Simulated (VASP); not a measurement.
# Sb2TeO2 (P-3m1) in VASP: notebook

Runs on Sb2TeO2. Level: PBE. Tasks: relaxation of cell and atoms.

Everything below comes from runs of VASP 6.6.1. Logs are shortened: lines on timing, memory, paths and dates and some standing lists are left out, and cuts for length are marked.

**1. Starting point**

The structure is trigonal, space group P-3m1 (No. 164). The conventional cell has a = 4.051 Å, b = 4.051 Å, c = 7.041 Å, α = 90.00°, β = 90.00°, γ = 120.00°. Sb (site symmetry 3m) is surrounded by 4 O at 2.14 to 2.43 Å. Around Te (site symmetry -3m) lie 6 Sb at 3.16 Å. O (site symmetry 3m) has 4 Sb at 2.14 to 2.43 Å as nearest neighbours.

The cell was built by a generator and needn't be a form met in nature.

**2. Relaxation of cell and atoms, PBE**

Contents of INCAR:

```
PREC = Accurate ; ENCUT = 520
EDIFF = 1E-6 ; ISMEAR = 0
SIGMA = 0.1 ; LREAL = False
LASPH = True ; NELM = 120
ALGO = Normal ; ISIF = 3
LWAVE = False ; LCHARG = False
GGA = PE ; IBRION = 2
NSW = 90 ; EDIFFG = -0.01
KPAR = 2
```

Contents of KPOINTS:

```
regular mesh
0
Gamma
  8 8 4
```

Contents of POSCAR:

```
Sb2TeO2
1.0
    4.0507585600      0.0000000000      0.0000000000
   -2.0253792800      3.5080598200      0.0000000000
    0.0000000000      0.0000000000      7.0410000000
Sb Te O
2 1 2
Direct
    0.3333333300      0.6666666700      0.3010935900
    0.6666666700      0.3333333300      0.6989064100
    0.0000000000      0.0000000000      0.0000000000
    0.6666666700      0.3333333300      0.3953983800
    0.3333333300      0.6666666700      0.6046016200
```

Potentials or basis: VASP PAW PBE potentials, release 64 (Sb, Te, O).

Started as:

```sh
cat potpaw_PBE.64/Sb/POTCAR potpaw_PBE.64/Te/POTCAR potpaw_PBE.64/O/POTCAR > POTCAR
mpirun -np 2 vasp_std > vasp.out
```

OUTCAR:

```text
PREC = Accurate
   ENCUT = 520
   EDIFF = 1E-6
   ISMEAR = 0
   LREAL = False
   LASPH = True
   NELM = 120
   ISIF = 3
   GGA = PE
   IBRION = 2
   NSW = 90
   EDIFFG = -0.01

 ion  position               nearest neighbor table
   1  0.333  0.667  0.301-   5 2.14   4 2.43   4 2.43   4 2.43   3 3.16   3 3.16   3 3.16   2 3.65
                             2 3.65   2 3.65
   2  0.667  0.333  0.699-   4 2.14   5 2.43   5 2.43   5 2.43   3 3.16   3 3.16   3 3.16   1 3.65
                             1 3.65   1 3.65
   3  0.000  0.000  0.000-   1 3.16   2 3.16   2 3.16   1 3.16   2 3.16   1 3.16
   4  0.667  0.333  0.395-   2 2.14   1 2.43   1 2.43   1 2.43
   5  0.333  0.667  0.605-   1 2.14   2 2.43   2 2.43   2 2.43

  LATTYP: Found a hexagonal cell.
 ALAT       =     4.0507585600
 C/A-ratio  =     1.7381929571

  Lattice vectors:

 A1 = (   4.0507585600,   0.0000000000,   0.0000000000)
 A2 = (  -2.0253792800,   3.5080598200,   0.0000000000)
 A3 = (   0.0000000000,   0.0000000000,   7.0410000000)

Analysis of symmetry for initial positions (statically):
=====================================================================
 Subroutine PRICEL returns:
 Original cell was already a primitive cell.

 Routine SETGRP: Setting up the symmetry group for a
 hexagonal supercell.

 Subroutine GETGRP returns: Found 12 space group operations
 (whereof 12 operations were pure point group operations)
 out of a pool of 24 trial point group operations.

The static configuration has the point symmetry D_3d.

Analysis of symmetry for dynamics (positions and initial velocities):
=====================================================================
 Subroutine PRICEL returns:
 Original cell was already a primitive cell.

 Routine SETGRP: Setting up the symmetry group for a
 hexagonal supercell.

 Subroutine GETGRP returns: Found 12 space group operations
 (whereof 12 operations were pure point group operations)
 out of a pool of 24 trial point group operations.

The dynamic configuration has the point symmetry D_3d.

 Subroutine INISYM returns: Found 12 space group operations
 (whereof 12 operations are pure point group operations),
 and found     1 'primitive' translations

----------------------------------------------------------------------------------------

                                     Primitive cell

  volume of cell :     100.0547

  direct lattice vectors                    reciprocal lattice vectors
     4.050758560  0.000000000  0.000000000     0.246867342  0.142528926  0.000000000
    -2.025379280  3.508059820  0.000000000     0.000000000  0.285057853  0.000000000
     0.000000000  0.000000000  7.041000000     0.000000000  0.000000000  0.142025280

  length of vectors
     4.050758560  4.050758562  7.041000000     0.285057853  0.285057853  0.142025280

  position of ions in fractional coordinates (direct lattice)
     0.333333330  0.666666670  0.301093590
     0.666666670  0.333333330  0.698906410
     0.000000000  0.000000000  0.000000000
     0.666666670  0.333333330  0.395398380
     0.333333330  0.666666670  0.604601620

  ion indices of the primitive-cell ions
   primitive index   ion index
                 1           1
                 2           2
                 3           3
                 4           4
                 5           5

----------------------------------------------------------------------------------------

 KPOINTS: regular mesh

Automatic generation of k-mesh.
 Grid dimensions read from file:
 generate k-points for:    8    8    4

 Generating k-lattice:

  Cartesian coordinates                     Fractional coordinates (reciprocal lattice)
     0.030858418  0.017816116  0.000000000     0.125000000  0.000000000  0.000000000
     0.000000000  0.035632232  0.000000000     0.000000000  0.125000000  0.000000000
     0.000000000  0.000000000  0.035506320     0.000000000  0.000000000  0.250000000

  Length of vectors
     0.035632232  0.035632232  0.035506320

  Shift w.r.t. Gamma in fractional coordinates (k-lattice)
     0.000000000  0.000000000  0.000000000

 Subroutine IBZKPT returns following result:
 ===========================================

 Found     35 irreducible k-points:

 Following reciprocal coordinates:
            Coordinates               Weight
  0.000000  0.000000  0.000000      1.000000
  0.125000 -0.000000  0.000000      6.000000
  0.250000 -0.000000  0.000000      6.000000
  0.375000 -0.000000  0.000000      6.000000
  0.500000 -0.000000  0.000000      3.000000
  0.125000  0.125000  0.000000      6.000000
[... 16 lines left out ...]
 -0.125000  0.500000  0.250000     12.000000
  0.250000  0.250000  0.250000     12.000000
 [... further k-points ...]
   k-points           NKPTS =     35   k-points in BZ     NKDIM =     35   number of bands    NBANDS=     18
   number of dos      NEDOS =    301   number of ions     NIONS =      5
   total plane-waves  NPLWV =  48600
   dimension x,y,z NGX =    30 NGY =   30 NGZ =   54
   dimension x,y,z NGXF=    60 NGYF=   60 NGZF=  108
   ions per type =               2   1   2
   NGX,Y,Z   is equivalent  to a cutoff of  12.31, 12.31, 12.75 a.u.
   NGXF,Y,Z  is equivalent  to a cutoff of  24.62, 24.62, 25.50 a.u.
 SYSTEM =  unknown system
   PREC   = accura    normal or accurate (medium, high low for compatibility)
   ISTART =      0    job   : 0-new  1-cont  2-samecut
   ICHARG =      2    charge: 1-file 2-atom 10-const
   ISPIN  =      1    spin polarized calculation?
   LNONCOLLINEAR =      F non collinear calculations
   LSORBIT =      F    spin-orbit coupling
   LASPH  =      T    aspherical Exc in radial PAW
   ENCUT  =  520.0 eV  38.22 Ry    6.18 a.u.   7.53  7.53 13.09*2*pi/ulx,y,z
   NELM   =    120;   NELMIN=  2; NELMDL= -5     # of ELM steps
   EDIFF  = 0.1E-05   stopping-criterion for ELM
   LREAL  =      F    real-space projection
   EDIFFG = -.1E-01   stopping-criterion for IOM
   NSW    =     90    number of steps for IOM
   IBRION =      2    ionic relax: 0-MD 1-quasi-New 2-CG
   NFREE  =      1    steps in history (QN), initial steepest desc. (CG)
   ISIF   =      3    stress and relaxation
   ISYM   =      2    0-nonsym 1-usesym 2-fastsym
   POTIM  = 0.5000    time-step for ionic-motion
   TEBEG  =    0.0;   TEEND  =   0.0 temperature during run
   PSTRESS=    0.0 pullay stress
   NELECT =      28.0000    total number of electrons
   NUPDOWN=      -1.0000    fix difference up-down
   EMIN   =  10.00;   EMAX   =-10.00  energy-range for DOS
   EFERMI =   0.00;   METHOD = LEGACY
   ISMEAR =     0;   SIGMA  =   0.10  broadening in eV -4-tet -1-fermi 0-gaus
   EFERMI_NEDOS =   21; number of points for ismear=-14 and -15
   IALGO  =     38    algorithm
   IMIX   =      4    mixing-type and parameters
     AMIX     =   0.40;   BMIX     =  1.00
     AMIX_MAG =   1.60;   BMIX_MAG =  1.00
  volume/ion in A,a.u.               =      20.01       135.04
  Fermi-wavevector in a.u.,A,eV,Ry     =   1.070816  2.023549 15.601085  1.146647
  Thomas-Fermi vector in A             =   2.206538
   LORBIT       =      0    0 simple, 1 ext, 2 COOP (PROOUT), +10 PAW based schemes
   GGA     = PE    functional components
   LHFCALC =     F    Hartree Fock is set to
   AEXX    =    0.0000 exact exchange contribution
   IVDW    =     0    specifies the selected vdW correction
   LEPSILON=     F    determine dielectric tensor
   LRPA    =     F    only Hartree local field effects (RPA)
 conjugate gradient relaxation of ions
 non-spin polarized calculation
 Gauss-broadening in eV      SIGMA  =   0.10
  energy-cutoff  :      520.00
  volume of cell :      100.05
 maximum number of plane-waves:      2720
   NGX = 15   NGY = 15   NGZ = 27

--------------------------------------- Ionic step        1  -------------------------------------------

 number of electron      28.0000006 magnetization

 Free energy of the ion-electron system (eV)
  ---------------------------------------------------
  ext. energy  EPLUGINS =         0.00000000
  ---------------------------------------------------
  free energy    TOTEN  =       -24.75270037 eV

  energy without entropy =      -24.75227929  energy(sigma->0) =      -24.75248983

------------------------ aborting loop because EDIFF is reached ----------------------------------------

  FORCE on cell =-STRESS in cart. coord.  units (eV):
  Direction    XX          YY          ZZ          XY          YZ          ZX
  --------------------------------------------------------------------------------------
  -------------------------------------------------------------------------------------
  Total        0.0312671      0.0312671      0.8644515      0.0000000      0.0000000      0.0000000
  in kB        0.5006805      0.5006805     13.8424670      0.0000000      0.0000000      0.0000000
  external PRESSURE =       4.9479427 kB  Pullay stress =       0.0000000 kB
[... 258 lines left out ...]
  energy  without entropy=      -24.7606589816  energy(sigma->0) =      -24.76069384

--------------------------------------- Ionic step        8  -------------------------------------------

 number of electron      28.0000005 magnetization

 Free energy of the ion-electron system (eV)
  ---------------------------------------------------
  ext. energy  EPLUGINS =         0.00000000
  ---------------------------------------------------
  free energy    TOTEN  =       -24.76079357 eV

  energy without entropy =      -24.76072394  energy(sigma->0) =      -24.76075876

 E-fermi :   7.3881     XC(G=0): -10.0518

 val. band max:        7.2221444211   @ k =   0.0000   0.0000   0.0000
 cond. band min:       7.5796019497   @ k =   0.2500   0.2500   0.0000
 fundamental gap:      0.3574575286
 Fermi energy:         7.3880574017

 k-point     1 :       0.0000    0.0000    0.0000
  band No.  band energies     occupation
      1     -12.3824      2.00000
      2     -10.8221      2.00000
      3      -4.7683      2.00000
      4      -2.8630      2.00000
      5       0.6349      2.00000
      6       2.1550      2.00000
[... 10 lines left out ...]
     17       9.4057      0.00000
     18       9.4994      0.00000
[... 466 lines left out ...]
      2     -11.1587      2.00000
      3      -3.6947      2.00000
      4      -2.5539      2.00000
      5      -1.9133      2.00000
      6       0.7372      2.00000
[... 10 lines left out ...]
     17       9.8075      0.00000
     18      10.7751      0.00000

 [... further k-points ...]
[... 5 lines left out ...]
  --------------------------------------------------------------------------------------
  -------------------------------------------------------------------------------------
  Total       -0.0258417     -0.0258417      0.0249371      0.0000000      0.0000000      0.0000000
  in kB       -0.4135139     -0.4135139      0.3990380      0.0000000      0.0000000      0.0000000
  external PRESSURE =      -0.1426633 kB  Pullay stress =       0.0000000 kB
[... 20 lines left out ...]
  FREE ENERGIE OF THE ION-ELECTRON SYSTEM (eV)
  ---------------------------------------------------
  free  energy   TOTEN  =       -24.7607935735 eV

  energy  without entropy=      -24.7607239426  energy(sigma->0) =      -24.76075876

 reached required accuracy - stopping structural energy minimisation
```

Wall time 90 s (2 MPI ranks of Intel Xeon Platinum 8559C (Emerald Rapids), shared host); peak memory 0.26 GiB.

Results:

```yaml
Free_energy: -24.7608 eV
Relaxed_volume: 20.02 Å³/atom
Relaxed_cell: a = 4.031 Å, b = 4.031 Å, c = 7.115 Å, α = 90.00°, β = 90.00°, γ = 120.00°
Space_group_after_relaxing_to_0.05_Å: P-3m1 (No. 164)
Energy_gained_by_relaxing: 1.6 meV/atom
Ionic_steps: 8
Pressure_after_relaxing: 0.0 GPa
Largest_force_after_relaxing: 0.007 eV/Å
Band_gap_on_the_k_mesh: 0.36 eV, indirect (least direct gap 1.13 eV)
```

Forces on the atoms (eV/Å):
```
Sb   0.000  0.000 -0.007
Sb   0.000  0.000  0.007
Te   0.000  0.000  0.000
O    0.000  0.000  0.003
O    0.000  0.000 -0.003
```

The path:
| step | energy change (eV) | largest force (eV/Å) | pressure (GPa) | volume (Å³) |
| --- | --- | --- | --- | --- |
| 1 | 0.0000 | 0.2055 | 0.49 | 100.05 |
| 2 | -0.0049 | 0.1058 | -0.58 | 100.95 |
| 3 | -0.0050 | 0.0979 | -0.52 | 100.87 |
| 4 | -0.0079 | 0.0091 | -0.15 | 100.33 |
| 5 | -0.0080 | 0.0258 | -0.03 | 100.17 |
| 6 | -0.0080 | 0.0232 | -0.03 | 100.18 |
| 7 | -0.0080 | 0.0207 | -0.04 | 100.20 |
| 8 | -0.0081 | 0.0070 | -0.01 | 100.12 |

Final structure:
```cif
data_structure
_symmetry_space_group_name_H-M 'P 1'
_symmetry_Int_Tables_number 1
_cell_length_a 4.0311
_cell_length_b 4.0311
_cell_length_c 7.1149
_cell_angle_alpha 90.000
_cell_angle_beta 90.000
_cell_angle_gamma 120.000
_cell_volume 100.12
loop_
_atom_site_label
_atom_site_type_symbol
_atom_site_fract_x
_atom_site_fract_y
_atom_site_fract_z
_atom_site_occupancy
Sb1 Sb 0.33333 0.66667 0.30178 1
Sb2 Sb 0.66667 0.33333 0.69822 1
Te1 Te 0.00000 0.00000 0.00000 1
O1 O 0.66667 0.33333 0.39283 1
O2 O 0.33333 0.66667 0.60717 1
```

Levels at points of the mesh, in eV from the valence-band top:
```csv
k point,band 11,band 12,band 13,band 14,band 15,band 16,band 17,band 18
"(0.00, 0.00, 0.00)",-3.46,-0.60,-0.60,0.00,2.17,2.17,2.18,2.28
"(0.50, 0.00, 0.00)",-3.39,-2.63,-1.22,-0.73,1.53,2.03,2.81,3.27
"(0.00, 0.00, 0.50)",-1.82,-0.43,-0.43,-0.07,1.06,1.06,2.32,3.00
"(0.50, 0.00, 0.50)",-2.44,-2.11,-1.20,-1.10,0.40,2.88,2.92,3.44
```

Caveat: spin-orbit coupling is left out, which moves the levels of the heavy elements.

**3. Relaxation of cell and atoms, PBE**

Contents of INCAR:

```
PREC = Accurate ; ENCUT = 520
EDIFF = 1E-7 ; ISMEAR = 0
SIGMA = 0.1 ; LREAL = False
LASPH = True ; NELM = 120
ALGO = Normal ; ISIF = 3
LWAVE = False ; LCHARG = False
GGA = PE ; IBRION = 2
NSW = 60 ; EDIFFG = -0.005
POTIM = 0.3 ; KPAR = 2
```

KPOINTS is that of step 2.

Contents of POSCAR:

```
Sb2TeO2                                 
1.0
    4.0310638008     -0.0000000000     -0.0000000000
   -2.0155319004      3.4910036581     -0.0000000000
   -0.0000000000      0.0000000000      7.1149493664
  Sb              Te              O             
     2     1     2
Direct
     0.3333333300000021    0.6666666699999979    0.3017780103986277
     0.6666666699999979    0.3333333300000021    0.6982219896013723
     0.0000000000000000    0.0000000000000000    0.0000000000000000
     0.6666666699999979    0.3333333300000021    0.3928281685824741
     0.3333333300000021    0.6666666699999979    0.6071718314175261
```

Potentials or basis: VASP PAW PBE potentials, release 64 (Sb, Te, O).

Started as:

```sh
cat potpaw_PBE.64/Sb/POTCAR potpaw_PBE.64/Te/POTCAR potpaw_PBE.64/O/POTCAR > POTCAR
mpirun -np 2 vasp_std > vasp.out
```

OUTCAR:

```text
PREC = Accurate
   ENCUT = 520
   EDIFF = 1E-7
   ISMEAR = 0
   LREAL = False
   LASPH = True
   NELM = 120
   ISIF = 3
   GGA = PE
   IBRION = 2
   NSW = 60
   EDIFFG = -0.005
   POTIM = 0.3

 ion  position               nearest neighbor table
   1  0.333  0.667  0.302-   5 2.17   4 2.42   4 2.42   4 2.42   3 3.17   3 3.17   3 3.17   2 3.66
                             2 3.66   2 3.66
   2  0.667  0.333  0.698-   4 2.17   5 2.42   5 2.42   5 2.42   3 3.17   3 3.17   3 3.17   1 3.66
                             1 3.66   1 3.66
   3  0.000  0.000  0.000-   1 3.17   2 3.17   2 3.17   1 3.17   2 3.17   1 3.17
   4  0.667  0.333  0.393-   2 2.17   1 2.42   1 2.42   1 2.42
[... 764 lines left out ...]
  Total       -0.0214862     -0.0214862      0.0191039      0.0000000     -0.0000000      0.0000000
  in kB       -0.3438390     -0.3438390      0.3057151      0.0000000     -0.0000000      0.0000000
  external PRESSURE =      -0.1273209 kB  Pullay stress =       0.0000000 kB

 VOLUME and BASIS-vectors are now :
 -----------------------------------------------------------------------------
  energy-cutoff  :      520.00
  volume of cell :      100.12
      direct lattice vectors                 reciprocal lattice vectors
     4.030570911  0.000000000  0.000000000     0.248103810  0.143242801  0.000000000
    -2.015285456  3.490576803  0.000000000     0.000000000  0.286485603  0.000000000
     0.000000000  0.000000000  7.116252073     0.000000000  0.000000000  0.140523409

 POSITION                                       TOTAL-FORCE (eV/Angst)
 -----------------------------------------------------------------------------------
     -0.00000      2.32705      2.14733         0.000000      0.000000     -0.002981
      2.01529      1.16353      4.96893        -0.000000     -0.000000      0.002981
      4.03057      0.00000      0.00000        -0.000000      0.000000     -0.000000
      2.01529      1.16353      2.79555        -0.000000      0.000000      0.002959
     -0.00000      2.32705      4.32070         0.000000      0.000000     -0.002959
 -----------------------------------------------------------------------------------
    total drift:                               -0.000000      0.000000      0.000000

  FREE ENERGIE OF THE ION-ELECTRON SYSTEM (eV)
  ---------------------------------------------------
  free  energy   TOTEN  =       -24.7608550179 eV

  energy  without entropy=      -24.7607865553  energy(sigma->0) =      -24.76082079

 reached required accuracy - stopping structural energy minimisation
```

OSZICAR:

```text
N       E                     dE             d eps       ncg     rms          rms(c)
DAV:   1     0.189071896859E+03    0.18907E+03   -0.11568E+04  1260   0.131E+03
DAV:   2    -0.874997417262E+01   -0.19782E+03   -0.19431E+03  1688   0.254E+02
DAV:   3    -0.281419513236E+02   -0.19392E+02   -0.19124E+02  1472   0.920E+01
[... 14 lines left out ...]
       N       E                     dE             d eps       ncg     rms          rms(c)
DAV:   1    -0.247608588385E+02   -0.16337E-04   -0.48098E-04  1310   0.179E-01    0.141E-02
DAV:   2    -0.247608564019E+02    0.24366E-05   -0.11116E-05  1800   0.238E-02    0.745E-03
DAV:   3    -0.247608551039E+02    0.12980E-05   -0.16190E-06  1582   0.932E-03    0.215E-03
DAV:   4    -0.247608550179E+02    0.85997E-07   -0.31347E-07   960   0.438E-03
   2 F= -.24760855E+02 E0= -.24760821E+02  d E =-.124534E-04
```

CONTCAR:

```text
Sb2TeO2
   1.00000000000000
     4.0305709113611954    0.0000000000000000    0.0000000000000000
    -2.0152854556805977    3.4905768033238829    0.0000000000000000
     0.0000000000000000    0.0000000000000000    7.1162520727648628
  Sb              Te              O
     2     1     2
Direct
     0.3333333300000021    0.6666666699999979    0.3017495414583471
     0.6666666699999979    0.3333333300000021    0.6982504585416529
     1.0000000000000000    0.0000000000000000    0.0000000000000000
     0.6666666699999979    0.3333333300000021    0.3928403077200066
     0.3333333300000021    0.6666666699999979    0.6071596922799934

  0.00000000E+00  0.00000000E+00  0.00000000E+00
  0.00000000E+00  0.00000000E+00  0.00000000E+00
  0.00000000E+00  0.00000000E+00  0.00000000E+00
  0.00000000E+00  0.00000000E+00  0.00000000E+00
  0.00000000E+00  0.00000000E+00  0.00000000E+00
```

Run time: 36 s. Hardware: 2 MPI ranks of Intel Xeon Platinum 8559C (Emerald Rapids), shared host; peak memory 0.24 GiB.

Results:

| Item | Value |
| --- | --- |
| Free energy | -24.7609 eV |
| Energy gained by relaxing | 0.0 meV/atom |
| Ionic steps | 2 |
| Pressure after relaxing | 0.0 GPa |
| Band gap on the k mesh | 0.36 eV, indirect (least direct gap 1.13 eV) |

Forces on the atoms (eV/Å):
```
Sb   0.000  0.000 -0.003
Sb   0.000  0.000  0.003
Te   0.000  0.000  0.000
O    0.000  0.000  0.003
O    0.000  0.000 -0.003
```

Final structure:
```xyz
5
Lattice="4.0306 0.0000 0.0000 -2.0153 3.4906 0.0000 0.0000 0.0000 7.1163" Properties=species:S:1:pos:R:3 pbc="T T T"
Sb    0.0000    2.3271    2.1473
Sb    2.0153    1.1635    4.9689
Te    4.0306    0.0000    0.0000
O     2.0153    1.1635    2.7956
O     0.0000    2.3271    4.3207
```

Levels at points of the mesh, in eV from the valence-band top:
```tsv
k point	band 11	band 12	band 13	band 14	band 15	band 16	band 17	band 18
(0.00, 0.00, 0.00)	-3.46	-0.59	-0.59	0.00	2.17	2.17	2.18	2.28
(0.50, 0.00, 0.00)	-3.39	-2.63	-1.22	-0.73	1.53	2.03	2.81	3.27
(0.00, 0.00, 0.50)	-1.82	-0.43	-0.43	-0.07	1.06	1.06	2.32	3.00
(0.50, 0.00, 0.50)	-2.44	-2.11	-1.20	-1.10	0.40	2.88	2.92	3.44
```

Caveat: spin-orbit coupling is left out, which moves the levels of the heavy elements. A k mesh can miss the band edges.
